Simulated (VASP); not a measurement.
Output of a VASP run:

**OUTCAR**
```
 ion  position               nearest neighbor table
   1  0.000  0.000  0.000-   2 2.98   2 2.98   2 2.98   2 2.98   2 2.98   2 2.98   2 2.98   2 2.98
  LATTYP: Found a simple cubic cell.
 ALAT       =     3.4392610137
 Subroutine PRICEL returns:
 Original cell was already a primitive cell.
 Subroutine GETGRP returns: Found 48 space group operations
The static configuration has the point symmetry O_h .
The dynamic configuration has the point symmetry O_h .
 Subroutine INISYM returns: Found 48 space group operations
 Subroutine IBZKPT returns following result:
 Found     84 irreducible k-points:

 Following reciprocal coordinates:
            Coordinates               Weight
  0.000000  0.000000  0.000000      1.000000
  0.083333  0.000000  0.000000      6.000000
  0.166667  0.000000  0.000000      6.000000
  0.250000  0.000000  0.000000      6.000000
  0.333333  0.000000  0.000000      6.000000
  0.416667  0.000000  0.000000      6.000000
  0.500000  0.000000  0.000000      3.000000
  0.083333  0.083333  0.000000     12.000000
  0.166667  0.083333  0.000000     24.000000
  0.250000  0.083333  0.000000     24.000000
  0.333333  0.083333  0.000000     24.000000
  0.416667  0.083333  0.000000     24.000000
  0.500000  0.083333  0.000000     12.000000
  0.166667  0.166667  0.000000     12.000000
  0.250000  0.166667  0.000000     24.000000
  0.333333  0.166667  0.000000     24.000000
  0.416667  0.166667  0.000000     24.000000
  0.500000  0.166667  0.000000     12.000000
  0.250000  0.250000  0.000000     12.000000
  0.333333  0.250000  0.000000     24.000000
  0.416667  0.250000  0.000000     24.000000
  0.500000  0.250000  0.000000     12.000000
  0.333333  0.333333  0.000000     12.000000
  0.416667  0.333333  0.000000     24.000000
  0.500000  0.333333  0.000000     12.000000
  0.416667  0.416667  0.000000     12.000000
  0.500000  0.416667  0.000000     12.000000
  0.500000  0.500000  0.000000      3.000000
  0.083333  0.083333  0.083333      8.000000
  0.166667  0.083333  0.083333     24.000000
  0.250000  0.083333  0.083333     24.000000
  0.333333  0.083333  0.083333     24.000000
  0.416667  0.083333  0.083333     24.000000
  0.500000  0.083333  0.083333     12.000000
  0.166667  0.166667  0.083333     24.000000
  0.250000  0.166667  0.083333     48.000000
  0.333333  0.166667  0.083333     48.000000
  0.416667  0.166667  0.083333     48.000000
  0.500000  0.166667  0.083333     24.000000
  0.250000  0.250000  0.083333     24.000000
   k-points           NKPTS =     84   k-points in BZ     NKDIM =     84   number of bands    NBANDS=     12
   number of dos      NEDOS =    601   number of ions     NIONS =      2
   total plane-waves  NPLWV =  13824
   dimension x,y,z NGX =    24 NGY =   24 NGZ =   24
   dimension x,y,z NGXF=    48 NGYF=   48 NGZF=   48
   ions per type =               1   1
   PREC   = accura    normal or accurate (medium, high low for compatibility)
   ISTART =      0    job   : 0-new  1-cont  2-samecut
   ICHARG =      2    charge: 1-file 2-atom 10-const
   ISPIN  =      1    spin polarized calculation?
   LNONCOLLINEAR =      F non collinear calculations
   LSORBIT =      F    spin-orbit coupling
   INIWAV =      1    electr: 0-lowe 1-rand  2-diag
   ENCUT  =  400.0 eV  29.40 Ry    5.42 a.u.   5.61  5.61  5.61*2*pi/ulx,y,z
   NELM   =    100;   NELMIN=  2; NELMDL= -5     # of ELM steps
   EDIFF  = 0.1E-06   stopping-criterion for ELM
   LREAL  =      F    real-space projection
   NLSPLINE    = F    spline interpolate recip. space projectors
   LMAXMIX     =    6 max onsite mixed and CHGCAR
   VOSKOWN=      0    Vosko Wilk Nusair interpolation
   EDIFFG = 0.1E-05   stopping-criterion for IOM
   NSW    =      0    number of steps for IOM
   NBLOCK =      1;   KBLOCK =      1    inner block; outer block
   IBRION =     -1    ionic relax: 0-MD 1-quasi-New 2-CG
   NFREE  =      0    steps in history (QN), initial steepest desc. (CG)
...
```

File OSZICAR:
```
       N       E                     dE             d eps       ncg     rms          rms(c)
DAV:   1     0.553293998387E+02    0.55329E+02   -0.60556E+03  2160   0.927E+02
DAV:   2    -0.708172854329E+01   -0.62411E+02   -0.56858E+02  2360   0.184E+02
DAV:   3    -0.903149811679E+01   -0.19498E+01   -0.19170E+01  2384   0.326E+01
DAV:   4    -0.905032977597E+01   -0.18832E-01   -0.18901E-01  2284   0.371E+00
DAV:   5    -0.905058380451E+01   -0.25403E-03   -0.25553E-03  2348   0.435E-01    0.155E+01
DAV:   6    -0.894696911178E+01    0.10361E+00   -0.25909E-01  2128   0.516E+00    0.941E+00
DAV:   7    -0.892328747373E+01    0.23682E-01   -0.84416E-02  2052   0.246E+00    0.246E+00
DAV:   8    -0.891594966031E+01    0.73378E-02   -0.39695E-02  2080   0.212E+00    0.103E+00
DAV:   9    -0.891569180070E+01    0.25786E-03   -0.12396E-03  2232   0.287E-01    0.328E-01
DAV:  10    -0.891540333252E+01    0.28847E-03   -0.10921E-03  2104   0.286E-01    0.138E-01
DAV:  11    -0.891541932249E+01   -0.15990E-04   -0.16149E-05  2344   0.369E-02    0.238E-02
DAV:  12    -0.891542141728E+01   -0.20948E-05   -0.86579E-07  2204   0.733E-03    0.515E-03
DAV:  13    -0.891541937215E+01    0.20451E-05   -0.66295E-08  1232   0.270E-03    0.774E-03
DAV:  14    -0.891541921420E+01    0.15796E-06   -0.89315E-09  1116   0.782E-04    0.110E-03
DAV:  15    -0.891541921937E+01   -0.51718E-08   -0.82643E-10  1072   0.249E-04
   1 F= -.89154192E+01 E0= -.89154192E+01  d E =0.000000E+00
```

OUTCAR:
```
------------------------ aborting loop because EDIFF is reached ----------------------------------------
  FORCE on cell =-STRESS in cart. coord.  units (eV):
  Direction    XX          YY          ZZ          XY          YZ          ZX
  --------------------------------------------------------------------------------------
  Total        0.0291727      0.0291727      0.0291727      0.0000000      0.0000000      0.0000000
  in kB        1.1489252      1.1489252      1.1489252      0.0000000      0.0000000      0.0000000
  external PRESSURE =       1.1489252 kB  Pullay stress =       0.0000000 kB
  volume of cell :       40.68
      direct lattice vectors                 reciprocal lattice vectors
     3.439261014  0.000000000  0.000000000     0.290760136  0.000000000  0.000000000
     0.000000000  3.439261014  0.000000000     0.000000000  0.290760136  0.000000000
     0.000000000  0.000000000  3.439261014     0.000000000  0.000000000  0.290760136
 POSITION                                       TOTAL-FORCE (eV/Angst)
 -----------------------------------------------------------------------------------
      0.00000      0.00000      0.00000         0.000000      0.000000      0.000000
      1.71963      1.71963      1.71963         0.000000      0.000000      0.000000
 -----------------------------------------------------------------------------------
    total drift:                               -0.000000      0.000000      0.000000
  FREE ENERGIE OF THE ION-ELECTRON SYSTEM (eV)
  ---------------------------------------------------
  free  energy   TOTEN  =        -8.9154192194 eV

  energy  without entropy=       -8.9154192194  energy(sigma->0) =       -8.91541922

 total charge

# of ion       s       p       d       tot
------------------------------------------
    1        0.548   0.358   8.197   9.103
    2        1.464   1.672   0.099   3.235
--------------------------------------------------
tot          2.012   2.030   8.296  12.338
```
(Selected blocks of OUTCAR.)

File POSCAR:
```
PtTe
1
    3.4392610137     0.0000000000     0.0000000000
    0.0000000000     3.4392610137     0.0000000000
    0.0000000000     0.0000000000     3.4392610137
Pt Te
1 1
Direct
  0.0000000000   0.0000000000   0.0000000000
  0.5000000000   0.5000000000   0.5000000000
```

### Question
Reconstruct the remaining input files.

### Answer
This is not unique; one that fits is the input of the run itself, PBE GGA, plane waves, VASP's PBE PAW potentials (set 64).

**KPOINTS**
```
Automatic mesh
0
Gamma
12 12 12
0 0 0
```

**INCAR**
```
SYSTEM  =  PtTe
PREC  =  Accurate; ENCUT  =  400; LREAL  =  .FALSE.
LASPH  =  .TRUE.
EDIFF  =  1E-7; NELM  =  100; ALGO  =  Normal
LMAXMIX  =  6
ISMEAR  =  -5
GGA  =  PE
ISIF  =  2
LWAVE  =  .FALSE.; LCHARG  =  .TRUE.; LORBIT  =  11
NEDOS  =  601
```

POTCAR, in this order: Pt Te (PBE.64 set). Program: vasp_std.

For a metal the tetrahedron method with Blöchl corrections gives inexact stress and forces.

The structure was generated: PtTe was put into the CsCl type type (Pm-3m), which need not be its known phase. It was relaxed first, which changed the volume by -10 %.
